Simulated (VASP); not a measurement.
Given:

```
CELL_PARAMETERS angstrom
      0.00000     2.02723     2.02723
      2.02723     0.00000     2.02723
      2.02723     2.02723     0.00000
ATOMIC_POSITIONS crystal
  Al 0.00000 0.00000 0.00000
```

Calculation: revPBE GGA, VASP's PBE PAW potentials (set 64) (plane waves; VASP 6.6.1). Run with 520 eV cut-off, 15×15×15 Γ-centred mesh, first-order Methfessel-Paxton smearing of 0.10 eV, potentials Al.

### Question
Give the energy at these volumes per atom, relative to the lowest: 15.65, 16.15, 16.65, 17.15, 17.65 Å³.

### Answer
17.0, 4.1, 0.0, 3.3, 12.4 meV/atom. A third-order Birch-Murnaghan fit gives B0 = 77.1 GPa and B0′ = 5.5.

Measured: bulk modulus 80.8 GPa at 0 K (computed value off by -4.6 %), as given by H. Levämäki et al., Physical Review B (2014), arXiv:1402.3671 [corrected for temperature and zero-point phonon effects]; a 4.018 Å at 0 K (computed value off by +0.9 %), as given by Daniel Mejia-Rodriguez et al., Physical Review B (2018), arXiv:1807.09216 [static lattice: zero-point anharmonic expansion removed].

The compound is Al in the fcc structure. It was relaxed first.
